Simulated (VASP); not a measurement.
Input:

```yaml
crystal:
  lattice:
    - [2.54257, 0.00000, 0.00000]
    - [-1.27129, 2.20193, 0.00000]
    - [0.00000, 0.00000, 4.20545]
  atoms:
    - { symbol: B, position: [0.66667, 0.33333, 0.99979] }
    - { symbol: B, position: [0.33333, 0.66667, 0.49979] }
    - { symbol: N, position: [0.66667, 0.33333, 0.62521] }
    - { symbol: N, position: [0.33333, 0.66667, 0.12521] }
```

These are PBEsol GGA, VASP's PBE PAW potentials (set 64) (plane waves; VASP) values and carry that method's errors. Run with 520 eV cut-off, 9×9×5 Γ-centred mesh, Gaussian smearing of 0.050 eV, potentials B N.

Q: Estimate the energy per atom (σ→0), band gap (on the k-mesh) with the smallest direct gap where there is one.

A: 
```json
{
  "band gap (on the k-mesh)": "4.96 eV",
  "smallest direct gap (on the k-mesh)": "8.20 eV",
  "energy per atom (σ→0)": "-9.156 eV/atom"
}
```

Total energies compare only between runs with the same potentials, cut-off and functional.

The structure comes from a computed database's BN entry (P6_3mc); how it stands against other phases isn't given here. It was relaxed first. The start is the result of an earlier pass.
